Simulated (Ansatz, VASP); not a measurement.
## HfSi2N4 (HfSi2N4 monolayer) in two plane-wave programs

Wanted: the spread between two codes on one cell, functional and k mesh. The structure shown is the start of the Ansatz relaxation below; VASP solves that cell, so the two are compared at the walk's first step.

Calculated with Ansatz 0.2.0; plane waves, with VASP 6.6.1 beside it; single point at PBE with D3(BJ).

## Step 1: The starting structure

The cell holds 7 atoms: 4 N, 2 Si and 1 Hf. Cell: a = 2.920 Å, b = 2.920 Å, c = 45.964 Å, α = 90.0°, β = 90.0°, γ = 120.0°. Vacuum lies along c.

Coordinates:

```cif
data_structure
_symmetry_space_group_name_H-M 'P 1'
_symmetry_Int_Tables_number 1
_cell_length_a 2.9200
_cell_length_b 2.9200
_cell_length_c 45.9642
_cell_angle_alpha 90.000
_cell_angle_beta 90.000
_cell_angle_gamma 120.000
_cell_volume 339.40
loop_
_atom_site_label
_atom_site_type_symbol
_atom_site_fract_x
_atom_site_fract_y
_atom_site_fract_z
_atom_site_occupancy
N1 N 0.00000 0.00000 0.41880 1
N2 N 0.33333 0.66667 0.46709 1
N3 N 0.33333 0.66667 0.53291 1
N4 N 0.00000 0.00000 0.58120 1
Si5 Si 0.33333 0.66667 0.42902 1
Si6 Si 0.33333 0.66667 0.57098 1
Hf7 Hf 0.00000 0.00000 0.50000 1
```

## Step 2: Ansatz: relaxation, PBE with D3(BJ)

Ansatz runs on its default PAW (the set named soft_2) files.

The two programs are compared at the cell with which this relaxation starts, whose forces are those of its first step.

Contents of input.yaml:

```yaml
crystal:
  lattice:
    - [2.92, 0.0, 0.0]
    - [-1.46, 2.5287941791, 0.0]
    - [0.0, 0.0, 45.9641524286]
  atoms:
    - { symbol: "N", position: [0.0, 0.0, 0.4188046332] }
    - { symbol: Si, position: [0.3333333333, 0.6666666667, 0.4290176418] }
    - { symbol: "N", position: [0.3333333333, 0.6666666667, 0.4670907903] }
    - { symbol: Hf, position: [0.0, 0.0, 0.5] }
    - { symbol: "N", position: [0.3333333333, 0.6666666667, 0.5329092097] }
    - { symbol: Si, position: [0.3333333333, 0.6666666667, 0.5709823582] }
    - { symbol: "N", position: [0.0, 0.0, 0.5811953668] }
  periodic: [true, true, false]
kpoints:
  mp_grid: { grid: [12, 12, 1] }
hamiltonian:
  xc: pbe
  dispersion: d3bj
scf:
  occupations: { method: fermi_dirac, width: 0.05 }
  convergence: { dr2_threshold: 1.0e-09 }
relax:
  f_tol: 0.004
  max_steps: 90
  cell: {}
output:
  write_potential: true
  write_density: true
  volumetric_format: npy
```

On the command line:

```bash
$ ansatz run input.yaml --threads 2 --pin off --max-ram 3072MiB --backend cpu --events-out ev --progress --plain --runs-dir out
```

Numbers of over 12 decimals in the logs are rounded to 6 here.

The program printed:

```text
Warning: relax.cell: scf.convergence.dr2_threshold = 1e-9 eV is looser than the 2.2951074002e-10 eV advised for a relaxation that steers and ends on the stress (1e-10 eV for each atom of the cell: 7, times the square of relax.cell.stress_2d_tol = 0.05 N/m over 17.5 Å (the atoms' height at the walk's start and 5 Å past either face), 2.863e-2 GPa, over a crystal's default 0.05). What an SCF threshold leaves in a stress goes as its square root, and in the free energy as the threshold itself, and one threshold admits the most on a small cell: [figures from the program's tests cut] Set scf.convergence.dr2_threshold to 2.2951074002e-10 eV or tighter. [rest of the remark cut]
Engine: ansatz 0.2.0, x86_64-unknown-linux-gnu
Pseudopotentials: kind: paw
Pseudopotential: N, paw, valence charge 5, recommended cutoff 420 eV (normal), N.paw.azcp
Pseudopotential: Si, paw, valence charge 4, recommended cutoff 420 eV (normal), Si.paw.azcp
Pseudopotential: Hf, paw, valence charge 26, recommended cutoff 420 eV (normal), Hf.paw.azcp
Functional definition: PBE
  parameter kappa = 0.804
  parameter beta = 0.066725
  exchange = pbe_x(kappa = kappa, mu = beta*pi^2/3)
  correlation = pbe_c(beta = beta)
Crystal: 7 atoms, lattice volume = 339.403 Å³
Basis set: ecut = 420 eV, 6573 PW (Γ), exchange–correlation on 40×40×640 points (8 copies of the dense FFT grid, shifted against one another)
Bands: 34, of which v1, the nominal top of the filled ones, is band 27 counted from 1 (26 counted from 0)
Symmetry: 12 space group operations
Space group: P-6m2 (ITA 187), of the structure as read, at distance tolerance 7.0e-5 Å
k-points: 19 of 144 (time reversal used)
Non-local potential: N, projectors of the file, l = 0: 2, l = 1: 2, l = 2: 1
Non-local potential: Si, projectors of the file, l = 0: 2, l = 1: 2, l = 2: 2
Non-local potential: Hf, projectors of the file, l = 0: 3, l = 1: 2, l = 2: 2, l = 3: 3
PAW form: soft (Blöchl's): semilocal exchange-correlation on the pseudo side does not see the compensation charge
PAW one-centre angular grid: N, 110 points (default); XC on 64 Gauss nodes
PAW one-centre angular grid: Si, 110 points (default); XC on 64 Gauss nodes
PAW one-centre angular grid: Hf, 590 points (default); XC on 64 Gauss nodes
Initial density: superposition of atomic densities (neutral atoms: chi_scale 0, normalization atom), corrected by the library's trained network
Initial wavefunctions: pseudopotential atomic-orbital guess
Functional: x = pbe(κ = 0.804, μ = 0.219515), c = pbe(β = 0.066725)
SCF iter   1: F=—  HF=-18536.021565 eV  |F-HF|=—  |Δ(HF+E_count)|=         —  Δρ=5.53e-3  dr2=1.75e-1  ethr=1.77e-3  ⟨swp⟩=13.6  Hψ=5264  notcnv=0  defer=17
preconditioner: auto → LDOS  [insulator: Δε(μ)=0.238 eV  Ē_g=13.061 eV  σ=0.050 eV  W_gap=0.83  n_scr=28 (ndim 8)  ℏωp=13.7 eV  f_vac=0.763  D(μ)=0.17/eV (n_scr^D=4)  ε∞_Penn≈2.1  β→1.0]
SCF iter   2: F=—  HF=-18536.032777 eV  |F-HF|=—  |Δ(HF+E_count)|=   1.12e-2  Δρ=5.94e-3  dr2=2.65e-1  ethr=3.25e-4  ⟨swp⟩=5.0  Hψ=1746  notcnv=0  defer=30
SCF iter   3: F=—  HF=-18536.001306 eV  |F-HF|=—  |Δ(HF+E_count)|=   3.15e-2  Δρ=1.03e-3  dr2=7.51e-3  ethr=3.25e-4  ⟨swp⟩=3.9  Hψ=1170  notcnv=0  defer=31
SCF iter   4: F=—  HF=-18536.001982 eV  |F-HF|=—  |Δ(HF+E_count)|=   6.75e-4  Δρ=4.47e-4  dr2=7.65e-4  ethr=1.39e-5  ⟨swp⟩=3.5  Hψ=1634  notcnv=0  defer=30
SCF iter   5: F=—  HF=-18536.001804 eV  |F-HF|=—  |Δ(HF+E_count)|=   1.77e-4  Δρ=1.63e-4  dr2=8.02e-5  ethr=1.42e-6  ⟨swp⟩=3.3  Hψ=1514  notcnv=0  defer=30
SCF iter   6: F=—  HF=-18536.001708 eV  |F-HF|=—  |Δ(HF+E_count)|=   9.59e-5  Δρ=7.32e-5  dr2=3.08e-5  ethr=1.48e-7  ⟨swp⟩=3.6  Hψ=1569  notcnv=0  defer=30
SCF iter   7: F=—  HF=-18536.001703 eV  |F-HF|=—  |Δ(HF+E_count)|=   5.30e-6  Δρ=2.16e-5  dr2=1.68e-6  ethr=5.70e-8  ⟨swp⟩=3.4  Hψ=1430  notcnv=0  defer=30
SCF iter   8: F=—  HF=-18536.001757 eV  |F-HF|=—  |Δ(HF+E_count)|=   5.34e-5  Δρ=5.77e-6  dr2=6.88e-8  ethr=3.12e-9  ⟨swp⟩=3.8  Hψ=1587  notcnv=0  defer=30
SCF iter   9: F=—  HF=-18536.001757 eV  |F-HF|=—  |Δ(HF+E_count)|=   9.44e-8  Δρ=3.07e-6  dr2=1.78e-8  ethr=1.27e-10  ⟨swp⟩=3.7  Hψ=1677  notcnv=0  defer=30
SCF iter  10: F=—  HF=-18536.001757 eV  |F-HF|=—  |Δ(HF+E_count)|=   7.86e-8  Δρ=8.27e-7  dr2=1.06e-9  ethr=3.29e-11  ⟨swp⟩=3.3  Hψ=1431  notcnv=0  defer=30
[...]
SCF 8 converged in 7 iterations: F = -18537.586147 eV  dr2 = 4.08e-10
relax step   8: F+E_penalty+E_count = -18537.58614694 eV  Δ(F+E_penalty+E_count) = +1.824e-4 eV  max|allowed force component| = 3.038e-3 eV/Å  Δτ_max = 0.0018 Å  P = +0.042 N/m  Ω = 363.139 Å³  energy of the carried Pulay correction = -4.574e-4 eV  fix = [c, alpha, beta]  reactions: c +0.000 N/m  (7 SCF iters, accepted)
iter 1 solved again at ethr=1.82e-7 eV; its pass at ethr=3.10e-3 eV (dr2=9.85e-5 eV) is discarded
SCF iter   1: F=—  HF=-18537.586386 eV  |F-HF|=—  |Δ(HF+E_count)|=         —  Δρ=6.12e-6  dr2=2.89e-8  ethr=1.82e-7  ⟨swp⟩=6.5  Hψ=8891  notcnv=0
eigensolver tolerance schedule: the retry pair's looser diagonalisation over-reported the residual by 3405.52 of it (diagonalisation noise at 0.25 of the residual, at the tolerance the schedule requests for it); recorded, not acted on — ethr = c·dr2/N_el stays at c = 1.0e-1
preconditioner: auto → Resta (q_TF=auto, 1.986 Å⁻¹)  ε∞=2.0  [insulator: Δε(μ)=1.580 eV  Ē_g=13.259 eV  σ=0.050 eV  W_gap=1.00  n_scr=28 (ndim 8)  ℏωp=13.2 eV  f_vac=0.775  D(μ)=0.00/eV (n_scr^D=0)  ε∞_Penn≈2.0  vacuum switching on, ρ_ref=1.3e-2 e/Å³]
SCF iter   2: F=—  HF=-18537.586559 eV  |F-HF|=—  |Δ(HF+E_count)|=   1.73e-4  Δρ=3.08e-6  dr2=1.33e-8  ethr=5.35e-11  ⟨swp⟩=6.5  Hψ=2844  notcnv=0
SCF iter   3: F=—  HF=-18537.586562 eV  |F-HF|=—  |Δ(HF+E_count)|=   3.10e-6  Δρ=1.77e-6  dr2=2.57e-9  ethr=2.46e-11  ⟨swp⟩=3.1  Hψ=1009  notcnv=0
iter 4 met the thresholds in force, and the SCF goes on: an eigenvalue changes by 1.87 meV, over its tolerance of 1.19 meV (output.eigenvalues, Limitations)
SCF iter   4: F=-18537.586565 eV  HF=-18537.586565 eV  |F-HF|=8.37e-7  |Δ(HF+E_count)|=   2.14e-6  Δρ=7.39e-7  dr2=7.20e-10  ethr=1.85e-12  ⟨swp⟩=23.1  Hψ=6987  notcnv=0
SCF iter   5: F=-18537.586565 eV  HF=-18537.586565 eV  |F-HF|=2.16e-8  |Δ(HF+E_count)|=   8.16e-7  Δρ=9.41e-8  dr2=2.60e-11  ethr=1.33e-12  ⟨swp⟩=13.2  Hψ=5676  notcnv=0
SCF 9 converged in 5 iterations: F = -18537.586565 eV  dr2 = 2.60e-11
relax step   9: F+E_penalty+E_count = -18537.58656536 eV  Δ(F+E_penalty+E_count) = -4.184e-4 eV  max|allowed force component| = 3.061e-3 eV/Å  Δτ_max = 0.0000 Å  P = +0.046 N/m  Ω = 363.139 Å³  fix = [c, alpha, beta]  reactions: c +0.000 N/m  stress off target by 4.62e-2 N/m on what of the cell is left free  SCF on the basis re-selected at this cell (its energy is not comparable with the rows above)  (5 SCF iters)
basis re-selected at this cell: Δ(F+E_penalty+E_count) = -4.184e-4 eV, ΔP = +0.004 N/m vs the last step (what re-selecting the basis moved, of the pressure what is left beyond the Pulay correction that the steps carried, after the strain that the cell walked since its last selection, with what the two solves' SCF thresholds leave and, on support functions, any second-order correction that the steps lacked; it is no m [...]
WARN: The output density's exchange-correlation potential varies sharply where the density is thin. Do not read a vacuum level from v_tot or v_xc, or from such a field of the output density. On a cell that repeats whose density bears no net charge and no dipole along the vacuum's axis use v_es (v_loc + v_h of the components); under efield.dipole_correction with no amplitude use v_es + v_field, which holds any externa [...]
SCF converged after 5 iterations
an eigenvalue changed by more than its tolerance at an iteration that met the thresholds in force, so the SCF went on 1 time: the last check found none over its tolerance
Free energy (F): -18537.586565 eV
Harris-Foulkes:  -18537.586565 eV  (|F-HF|=2.16e-8)
Internal energy: -18537.586565 eV  (E = F + TS)
E sigma→0 (E₀):  -18537.586565 eV
Entropy (-TS):   -0.000000 eV (-0.000 meV/atom)
Fermi energy:    -5.575571 eV
--- Per-component energies (eV) ---
  E_band       = -992.024056
  E_kinetic    = 1047.315666
  E_local      = -314396.303548  (includes V_loc(G=0)·N_el)
  E_nonlocal   = -1013.290532
  E_hartree    = 156353.538017
  E_xc         = -656.422464
  E_vxc        = -672.889985  (∫ρ·V_xc dr)
  E_paw        = -8465.194666  (= ΣΔE_a)
  E_vpaw       = 1336.068453  (= ΣTr[D̂ρ^β])
  E_aug_tail   = 0.000399  (compensation charges beyond the density's cutoff)
  E_ewald      = 148594.416111
  E_disp       = -1.645550  (pairwise vdW)
  E_smearing   = -0.000000  (= −TS)
  E_closure    = 0.000000  (closes the sum)
  Σ components = -18537.586565   (vs F -18537.586565, Δ=0.00e0)
--- Forces (eV/Å), atoms counted from 1 ---
  atom   1  N     -0.00000000    -0.00000000    -0.00159489
  atom   2  Si    -0.00000000     0.00000000    -0.00179278
  atom   3  N     -0.00000000    -0.00000000     0.00306149
  atom   4  Hf     0.00000000    -0.00000000     0.00000000
  atom   5  N     -0.00000000    -0.00000000    -0.00306149
  atom   6  Si    -0.00000000     0.00000000     0.00179278
  atom   7  N     -0.00000000    -0.00000000     0.00159489
  max |Σ_I F_I| component: 2.96e-16 eV/Å
--- 2D stress c σ (N/m, compression-positive) ---
        0.046168       0.000000       0.000000
        0.000000       0.046168       0.000000
        0.000000       0.000000       0.000000
  P = ½ c Tr σ = 0.0462 N/m
--- Band table (eV; the first three rows and the last of 19) ---
  k-point 0: bands = [... 23 lower, -8.4226, -7.3003, -7.1374, -7.1374, -3.7681, -2.1526, -1.7944, -0.8233, ... 3 higher]
  k-point 1: bands = [... 23 lower, -8.3070, -7.3796, -7.2539, -7.0982, -3.6811, -2.0270, -1.8983, -0.7535, ... 3 higher]
  k-point 2: bands = [... 23 lower, -7.9968, -7.6437, -7.5517, -7.1296, -3.9883, -1.8951, -1.5127, -0.5409, ... 3 higher]
  k-point 18: bands = [... 23 lower, -9.0731, -8.9300, -7.1284, -6.3156, -4.0299, -0.8768, -0.6691, 0.3588, ... 3 higher]
  the weakly bound empty levels are not read free of the cell's end (no_gap_told)
--- Relaxed structure (7 steps of the walk, 7 accepted, 2 SCFs on fresh bases) ---
  F+E_penalty+E_count = -18537.58656536 eV   max|allowed force component| = 3.061e-3 eV/Å   (the final SCF, on the basis selected at the relaxed cell)
  cell:  # Å, volume = 363.1391 Å³
    - [3.020380, 0.0, 0.0]
    - [-1.510190, 2.615726, 0.0]
    - [0.0, 0.0, 45.9641524286]
  atoms:
    - { symbol: N, position: [1.057355261855499e-17, -5.1357255561990634e-17, 0.424494] }
    - { symbol: Si, position: [0.333333, 0.666667, 0.434941] }
    - { symbol: N, position: [0.333333, 0.666667, 0.472765] }
    - { symbol: Hf, position: [1.0573552618554996e-17, -5.135725556199062e-17, 0.5] }
    - { symbol: N, position: [0.333333, 0.666667, 0.527235] }
    - { symbol: Si, position: [0.333333, 0.666667, 0.565059] }
    - { symbol: N, position: [1.057355261855499e-17, -5.1357255561990634e-17, 0.575506] }
```

[end of part 1 of 2]

[Lines on the potential files, build, host, timing and source positions are cut from VASP's logs without a mark.]

[Logs are printed without paths, hosts, clocks, repeated set-up lines and the standing remarks that a program may print on its own settings, such as how far it seeks lower states.]

[Hosts, paths, dates, database ids (printed as entryN), source tags and the programs' standing remarks are cut or masked in the printed files.]
